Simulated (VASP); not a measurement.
Calculation: PBE GGA with D3 dispersion (Becke-Johnson damping), VASP's PBE PAW potentials (set 64) (plane waves; VASP).

Input for VASP

KPOINTS:
```
Automatic mesh
0
gamma
 12 12 1
```

**POSCAR**
```
PbO monolayer
1
    4.0347454538     0.0000000000     0.0000000000
    0.0000000000     4.0347454538     0.0000000000
    0.0000000000     0.0000000000    18.3537185688
Pb O
2 2
Direct
  0.5000000000   0.0000000000   0.4357440000
  0.0000000000   0.5000000000   0.5642560000
  0.5000000000   0.5000000000   0.5000000000
  0.0000000000   0.0000000000   0.5000000000
```

INCAR:
```
SYSTEM = PbO monolayer
PREC = Normal
ENCUT = 500
EDIFF = 1E-5
NELM = 100
ALGO = Normal
LREAL = .FALSE.
LASPH = .TRUE.
ISMEAR = 0
SIGMA = 0.05
GGA = PE
IVDW = 12
LMAXMIX = 4
LWAVE = .TRUE.
LCHARG = .FALSE.
NELMIN = 4
IBRION = 2
ISIF = 4
NSW = 50
EDIFFG = -0.03
```

POTCAR, in this order: Pb_d O (PBE.64 set). Program: vasp_std.

Unless said otherwise, spin-orbit coupling is left out, though it shifts the bands of the heavy elements here.

Q: What does the run give for the energy per atom (σ→0), dispersion energy, band gap (on the k-mesh)?

A: 
```
Quantity                           Value
------------------------  --------------
energy per atom (σ→0)     -5.503 eV/atom
dispersion energy              -0.547 eV
band gap (on the k-mesh)         2.56 eV
```

OSZICAR:
```
...
DAV:   5    -0.214641836736E+02   -0.55568E-05   -0.16895E-05  1120   0.388E-02
   3 F= -.22011666E+02 E0= -.22011666E+02  d E =-.779864E-02
       N       E                     dE             d eps       ncg     rms          rms(c)
DAV:   1    -0.214642489145E+02   -0.70798E-04   -0.26589E-02  1520   0.972E-01    0.394E-02
DAV:   2    -0.214643340414E+02   -0.85127E-04   -0.11458E-03  2120   0.353E-01    0.230E-02
DAV:   3    -0.214643312166E+02    0.28248E-05   -0.17417E-05  1088   0.508E-02    0.103E-02
DAV:   4    -0.214643376240E+02   -0.64074E-05   -0.14703E-05  1120   0.349E-02
   4 F= -.22011750E+02 E0= -.22011750E+02  d E =-.788287E-02
```

The cell is a sheet with vacuum, built from PbO (litharge).
